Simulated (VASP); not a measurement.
MgS (rock salt), at 1.04 of the tabulated volume:

```yaml
crystal:
  lattice:
    - [0.00000, 2.63421, 2.63421]
    - [2.63421, 0.00000, 2.63421]
    - [2.63421, 2.63421, 0.00000]
  atoms:
    - { symbol: Mg, position: [0.00000, 0.00000, 0.00000] }
    - { symbol: S, position: [0.50000, 0.50000, 0.50000] }
```

The lowest empty band near X, direction across the valley's axis, from mBJ (TB09) with spin-orbit coupling in VASP (PAW); its two spin partners are averaged. The gap over the points computed is 3.88 eV, and the next band on that side lies 1.56 eV away at the edge.

Settings: 400 eV cut-off, 10×10×10 Γ-centred mesh, Gaussian smearing of 0.050 eV, potentials Mg S.

```tsv
distance from the edge in k (1/Å)	distance in energy (meV)
0.018	3.6
0.025	7.0
0.035	13.7
0.050	27.9
0.070	54.6
```

Task: Fit E(1 + αE) = ħ²k²/2m* (ħ²/2m0 = 3.810 eV Å²) and predict the row at 0.095 1/Å.

Result: The rows don't resolve α, so a parabola serves: the electron mass is m* = 0.342 m0, and so 100.6 meV. The run gave 100.0 meV, -0.6 meV from the fit.

Left out are points under 3 meV from the edge, since the levels carry 0.1 meV, and points farther than half the way to the next band.

The compound is MgS in the rock salt structure. The cell was not relaxed at this level.
